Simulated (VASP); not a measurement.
A convergence study with VASP on ZnO (wurtzite): one setting is varied, all else stays as given below, so the limit is that of these other settings. Each run relaxes cell and ions from the cell shown.

```xyz
4
Lattice="1.6250 -2.8146 0.0000 1.6250 2.8146 0.0000 0.0000 0.0000 5.2100" Properties=species:S:1:pos:R:3 pbc="T T T"
Zn     1.6250    -0.9382     2.6050
Zn     1.6250     0.9382     0.0000
O      1.6250    -0.9382     4.5952
O      1.6250     0.9382     1.9902
```

Method: PBE GGA, VASP's PBE PAW potentials (set 64) (plane waves; VASP). The tightest run used: 700 eV cut-off, 12×12×7 Γ-centred mesh, Gaussian smearing of 0.050 eV, potentials Zn O.

| setting | relaxed volume (Å³/atom) | E (eV/atom) | irreducible k-points |
|---|---|---|---|
| 2×2×1 mesh | 11.386 | -4.4024 | 2 |
| 3×3×2 mesh | 12.405 | -4.4365 | 6 |
| 4×4×2 mesh | 12.388 | -4.4595 | 8 |

Q: These are the cheaper rows. Estimate the results at 12×12×7 mesh, and how far the last row shown lies from them.

A: 
| quantity | tightest run | last row shown is off by |
|---|---|---|
| relaxed volume (Å³/atom) | 12.390 | -0.002 |
| E (eV/atom) | -4.4669 | 0.0074 |

Left out are rungs that failed or repeat a setting and relaxations that didn't move; long series are thinned to 24 rows.

The compound is ZnO in the wurtzite structure.
